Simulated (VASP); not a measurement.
Calculation: LDA (Ceperley-Alder, Perdew-Zunger), VASP's LDA PAW potentials (set 64) (plane waves; VASP).

VASP ran on this input.

File KPOINTS:
```
Automatic mesh
0
Gamma
7 7 1
0 0 0
```

**INCAR**
```
ISIF = 2
SIGMA = 0.136   ! width (eV)
LASPH = T   ! aspherical one-centre terms
ISMEAR = -1   ! Fermi-Dirac
LCHARG = F
LREAL = F
ENCUT = 300   ! plane-wave cut-off (eV)
SYSTEM = SnSe2
LWAVE = F
LMAXMIX = 4
NELM = 100
PREC = Accurate
ALGO = Normal   ! blocked Davidson
EDIFF = 1E-6
```

File POSCAR:
```
SnSe2
1
    3.8810870000     0.0000000000     0.0000000000
   -1.9405430000     3.3611200000     0.0000000000
    0.0000000000     0.0000000000    17.0997360000
Sn Se
1 2
Direct
  0.0000000000   0.0000000000   0.5000000000
  0.3333330000   0.6666670000   0.5906370000
  0.6666670000   0.3333330000   0.4093630000
```

POTCAR, in this order: Sn_d Se (LDA.64 set). Program: vasp_std.

What VASP printed:

File OSZICAR:
```
       N       E                     dE             d eps       ncg     rms          rms(c)
DAV:   1     0.149245727473E+03    0.14925E+03   -0.93356E+03   328   0.887E+02
DAV:   2     0.573302974226E-01   -0.14919E+03   -0.14792E+03   376   0.235E+02
DAV:   3    -0.135865612448E+02   -0.13644E+02   -0.13620E+02   324   0.847E+01
DAV:   4    -0.138953220306E+02   -0.30876E+00   -0.30864E+00   390   0.147E+01
DAV:   5    -0.139025028795E+02   -0.71808E-02   -0.71805E-02   407   0.194E+00    0.494E+00
DAV:   6    -0.136158947288E+02    0.28661E+00   -0.62447E-01   406   0.839E+00    0.316E+00
DAV:   7    -0.135806444589E+02    0.35250E-01   -0.19814E-01   355   0.292E+00    0.513E-01
DAV:   8    -0.135770735877E+02    0.35709E-02   -0.19416E-02   359   0.151E+00    0.252E-01
DAV:   9    -0.135769742708E+02    0.99317E-04   -0.15311E-03   324   0.269E-01    0.549E-02
DAV:  10    -0.135770122545E+02   -0.37984E-04   -0.92462E-05   422   0.850E-02    0.257E-02
DAV:  11    -0.135770678720E+02   -0.55618E-04   -0.35965E-05   327   0.308E-02    0.740E-03
DAV:  12    -0.135770858327E+02   -0.17961E-04   -0.27876E-06   326   0.941E-03    0.602E-03
DAV:  13    -0.135771378007E+02   -0.51968E-04   -0.17154E-05   298   0.130E-02    0.448E-03
DAV:  14    -0.135771544613E+02   -0.16661E-04   -0.18043E-06   298   0.514E-03    0.365E-03
DAV:  15    -0.135771675274E+02   -0.13066E-04   -0.79791E-07   264   0.510E-03    0.162E-03
DAV:  16    -0.135771759036E+02   -0.83762E-05   -0.12267E-07   263   0.231E-03    0.493E-04
DAV:  17    -0.135771829090E+02   -0.70054E-05   -0.21680E-07   242   0.192E-03    0.956E-04
DAV:  18    -0.135771846737E+02   -0.17647E-05   -0.48579E-08   241   0.157E-03    0.163E-04
DAV:  19    -0.135771850027E+02   -0.32899E-06   -0.58613E-09   200   0.481E-04
   1 F= -.13577185E+02 E0= -.13568222E+02  d E =-.179255E-01
```

### OUTCAR
```
------------------------ aborting loop because EDIFF is reached ----------------------------------------
  FORCE on cell =-STRESS in cart. coord.  units (eV):
  Direction    XX          YY          ZZ          XY          YZ          ZX
  --------------------------------------------------------------------------------------
  Total       -1.8498685     -1.8498685     -0.2526883     -0.0000003      0.0000000     -0.0000000
  in kB      -13.2869295    -13.2869301     -1.8149675     -0.0000020      0.0000000     -0.0000000
  external PRESSURE =      -9.4629424 kB  Pullay stress =       0.0000000 kB
  volume of cell :      223.06
      direct lattice vectors                 reciprocal lattice vectors
     3.881087000  0.000000000  0.000000000     0.257659774  0.148759899  0.000000000
    -1.940543000  3.361120000  0.000000000     0.000000000  0.297519874  0.000000000
     0.000000000  0.000000000 17.099736000     0.000000000  0.000000000  0.058480435
 POSITION                                       TOTAL-FORCE (eV/Angst)
 -----------------------------------------------------------------------------------
      0.00000      0.00000      8.54987         0.000000      0.000000      0.000000
     -0.00000      2.24075     10.09974         0.000000     -0.000000     -0.053399
      1.94055      1.12037      7.00000        -0.000000      0.000000      0.053399
 -----------------------------------------------------------------------------------
    total drift:                                0.000000     -0.000000      0.000000
  FREE ENERGIE OF THE ION-ELECTRON SYSTEM (eV)
  ---------------------------------------------------
  free  energy   TOTEN  =       -13.5771850027 eV

  energy  without entropy=      -13.5592594998  energy(sigma->0) =      -13.56822225
```
(Selected blocks of OUTCAR.)

At this cut-off the stress carries a Pulay error, which pulls relaxed volumes low. The cell holds a wide vacuum, so values per volume refer to the whole cell.

The cell is a sheet with vacuum, built from a generated structure.
